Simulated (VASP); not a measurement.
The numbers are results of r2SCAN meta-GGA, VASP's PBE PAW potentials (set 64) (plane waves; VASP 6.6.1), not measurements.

A VASP calculation is set up with these files.

POSCAR:
```
SiO2
1
    4.1836418269     0.0000000000     0.0000000000
   -0.0000000000     4.1836418269     0.0000000000
    0.0000000000     0.0000000000     2.6721734095
Si O
2 4
Direct
  0.5000000000   0.5000000000   0.5000000000
  0.0000000000   1.0000000000   0.0000000000
  0.6940504611   0.6940504611   0.0000000000
  0.3059495389   0.3059495389   0.0000000000
  0.8059495389   0.1940504611   0.5000000000
  0.1940504611   0.8059495389   0.5000000000
```

### KPOINTS
```
Automatic mesh
0
Gamma
7 7 10
0 0 0
```

INCAR:
```
NBANDS=60
ENCUT=520
LPEAD=.True.
NELM=100   # most electronic steps
NEDOS=1001
LOPTICS=.True.
LCHARG=.False.
LREAL=.False.   # projection in real space or not
LWAVE=.False.
ISMEAR=0   # Gaussian
METAGGA=R2SCAN
ALGO=Normal
LMIXTAU=.True.
EDIFF=1E-7   # SCF stop (eV)
SYSTEM=SiO2
CSHIFT=0.1
PREC=Accurate
LASPH=.True.   # aspherical one-centre terms
SIGMA=0.01
```

POTCAR, in this order: Si O (PBE.64 set). Program: vasp_std.

**Question.** Estimate the energy per atom (σ→0), band gap (on the k-mesh).

**Answer.** 
* **energy per atom (σ→0)**: -9.798 eV/atom
* **band gap (on the k-mesh)**: 6.49 eV

**OSZICAR**
```
...
DAV:  12    -0.587859872009E+02   -0.78776E-01   -0.22755E-02  7724   0.705E-01    0.119E-01
DAV:  13    -0.587858724039E+02    0.11480E-03   -0.66091E-04  8224   0.114E-01    0.377E-02
DAV:  14    -0.587858172960E+02    0.55108E-04   -0.89493E-05  7980   0.432E-02    0.285E-02
DAV:  15    -0.587859306065E+02   -0.11331E-03   -0.62370E-05  7608   0.373E-02    0.127E-02
DAV:  16    -0.587859689801E+02   -0.38374E-04   -0.12510E-05  7852   0.154E-02    0.104E-02
DAV:  17    -0.587859689582E+02    0.21843E-07   -0.40648E-07  8260   0.293E-03
   1 F= -.58785969E+02 E0= -.58785969E+02  d E =-.332316E-26
 imaginary and real dielectric function
```

The structure comes from a computed database's SiO2 entry (P4_2/mnm); how it stands against other phases isn't given here. It was relaxed first.
